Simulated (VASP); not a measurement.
Here is the system:

```
O2Si
1.0
    5.00557    -8.66990     0.00000
    5.00557     8.66990     0.00000
    0.00000     0.00000    10.98665
Si O
24 48
Direct
  0.00000   0.23724   0.16667
  0.26276   0.26276   0.00000
  0.23724   0.00000   0.33333
  0.00000   0.23724   0.66667
  0.26276   0.26276   0.50000
  0.23724   0.00000   0.83333
  0.00000   0.73724   0.16667
  0.26276   0.76276   0.00000
  0.23724   0.50000   0.33333
  0.00000   0.73724   0.66667
  0.26276   0.76276   0.50000
  0.23724   0.50000   0.83333
  0.50000   0.23724   0.16667
  0.76276   0.26276   0.00000
  0.73724   0.00000   0.33333
  0.50000   0.23724   0.66667
  0.76276   0.26276   0.50000
  0.73724   0.00000   0.83333
  0.50000   0.73724   0.16667
  0.76276   0.76276   0.00000
  0.73724   0.50000   0.33333
  0.50000   0.73724   0.66667
  0.76276   0.76276   0.50000
  0.73724   0.50000   0.83333
  0.12953   0.20700   0.10402
  0.29300   0.42252   0.43736
  0.37047   0.07748   0.22931
  0.42252   0.29300   0.06264
  0.20700   0.12953   0.39598
  0.07748   0.37047   0.27069
  0.12953   0.20700   0.60402
  0.29300   0.42252   0.93736
  0.37047   0.07748   0.72931
  0.42252   0.29300   0.56264
  0.20700   0.12953   0.89598
  0.07748   0.37047   0.77069
  0.12953   0.70700   0.10402
  0.29300   0.92252   0.43736
  0.37047   0.57748   0.22931
  0.42252   0.79300   0.06264
  0.20700   0.62953   0.39598
  0.07748   0.87047   0.27069
  0.12953   0.70700   0.60402
  0.29300   0.92252   0.93736
  0.37047   0.57748   0.72931
  0.42252   0.79300   0.56264
  0.20700   0.62953   0.89598
  0.07748   0.87047   0.77069
  0.62953   0.20700   0.10402
  0.79300   0.42252   0.43736
  0.87047   0.07748   0.22931
  0.92252   0.29300   0.06264
  0.70700   0.12953   0.39598
  0.57748   0.37047   0.27069
  0.62953   0.20700   0.60402
  0.79300   0.42252   0.93736
  0.87047   0.07748   0.72931
  0.92252   0.29300   0.56264
  0.70700   0.12953   0.89598
  0.57748   0.37047   0.77069
  0.62953   0.70700   0.10402
  0.79300   0.92252   0.43736
  0.87047   0.57748   0.22931
  0.92252   0.79300   0.06264
  0.70700   0.62953   0.39598
  0.57748   0.87047   0.27069
  0.62953   0.70700   0.60402
  0.79300   0.92252   0.93736
  0.87047   0.57748   0.72931
  0.92252   0.79300   0.56264
  0.70700   0.62953   0.89598
  0.57748   0.87047   0.77069
```

Calculation: PBE GGA, VASP's PBE PAW potentials (set 64) (plane waves; VASP). Run with PREC = Normal, LREAL = Auto, 400 eV cut-off, 1×1×1 Γ-centred mesh, Gaussian smearing of 0.050 eV, potentials Si O.

At this cut-off the stress carries a Pulay error, which pulls relaxed volumes low. The supercell is sampled at Γ alone, which is coarse: total energies, pressure and levels can be off, energies of defects by several tenths of an eV.

Problem. Give the stress tensor in GPa (positive for a compressed cell).

Solution. 
```
-4.14   0.00   0.00
 0.00  -4.14   0.00
 0.00   0.00  -4.20
```
The pressure is its mean diagonal, -4.16 GPa.

The cell is a supercell, built from SiO2 (quartz).
